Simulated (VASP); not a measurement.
## PtSe2 (Sudovikovite): relaxation of cell and atoms with PBE+D3(BJ)

PtSe2 (Sudovikovite):

```
Pt Se
1.0
     3.72400    0.00000    0.00000
    -1.86200    3.22508    0.00000
     0.00000    0.00000    5.06200
Pt Se
1 2
Direct
  0.00000 0.00000 0.00000
  0.33333 0.66667 0.25000
  0.66667 0.33333 0.75000
```

```yaml
Program: VASP 6.6.1
Task: relaxation of cell and atoms
Functional: PBE
Dispersion: D3(BJ)
Potentials_or_basis: VASP PAW PBE potentials, release 64 (Pt, Se)
Cutoff: 600 eV
k_mesh: 9 × 9 × 5
Occupations: gaussian, width 0.03 eV
Spin: no spin polarisation
Further_INCAR_settings: ALGO = Normal; EDIFF = 1e-06; IBRION = 2; EDIFFG = -0.01; NSW = 90; ISIF = 3
```

| Property | Result |
| --- | --- |
| Relaxed volume | 19.74 Å³/atom |
| Relaxed cell | a = 3.770 Å, b = 3.770 Å, c = 4.812 Å, α = 90.00°, β = 90.00°, γ = 120.00° |
| Space group after relaxing (to 0.05 Å) | P-3m1 (No. 164) |
| Energy gained by relaxing | 17.0 meV/atom |
| Ionic steps | 20 |
| Pressure after relaxing | 0.0 GPa |
| Band gap on the k mesh | none (metal or under the smearing width) |
| Dispersion energy per atom | -0.492 eV |

Stress tensor (GPa, compression positive):
```
-0.01  0.00  0.00
 0.00 -0.01  0.00
 0.00  0.00  0.08
```

Step by step:
```csv
step,energy change (eV),largest force (eV/Å),pressure (GPa),volume (Å³)
1,0.0000,0.6006,3.50,60.80
2,0.0320,0.3870,-5.82,64.77
3,-0.0234,0.1841,-0.55,62.31
4,-0.0234,0.1918,-0.48,62.28
5,-0.0282,0.1640,-0.42,61.93
6,-0.0396,0.0765,-0.22,60.88
7,-0.0415,0.1775,0.61,58.80
8,-0.0449,0.0420,0.19,59.80
9,-0.0491,0.0906,-0.42,59.66
10,-0.0495,0.1121,-0.67,59.60
11,-0.0493,0.0600,0.92,58.67
12,-0.0507,0.0292,0.08,59.15
13,-0.0508,0.0204,-0.01,59.21
14,-0.0509,0.0172,-0.04,59.23
15,-0.0509,0.0155,-0.02,59.24
16,-0.0509,0.0129,-0.08,59.26
17,-0.0509,0.0153,-0.06,59.25
18,-0.0509,0.0123,0.13,59.21
19,-0.0509,0.0006,0.03,59.23
20,-0.0509,0.0018,0.02,59.23
```

Final structure:
```
CELL_PARAMETERS angstrom
3.76981 0.00000 0.00000
-1.88491 3.26476 0.00000
0.00000 0.00000 4.81226
ATOMIC_POSITIONS crystal
Pt 0.00000 0.00000 0.00000
Se 0.33333 0.66667 0.26664
Se 0.66667 0.33333 0.73336
```

Levels at points of the mesh, in eV from the Fermi level:
```
           k point  band 8  band 9  band 10  band 11  band 12  band 13  band 14  band 15
(0.00, 0.00, 0.00)   -2.50   -1.03    -1.03     0.77     1.02     1.02     3.33     4.09
```

Run time: 93 s on 4 MPI ranks on Intel(R) Xeon(R) 6975P-C (Granite Rapids) (shared host), peak memory 0.24 GiB a rank.

Caveat: pairwise dispersion overbinds metals, which lowers pressure and volume. Spin-orbit coupling is left out, which matters for the levels of Pt.
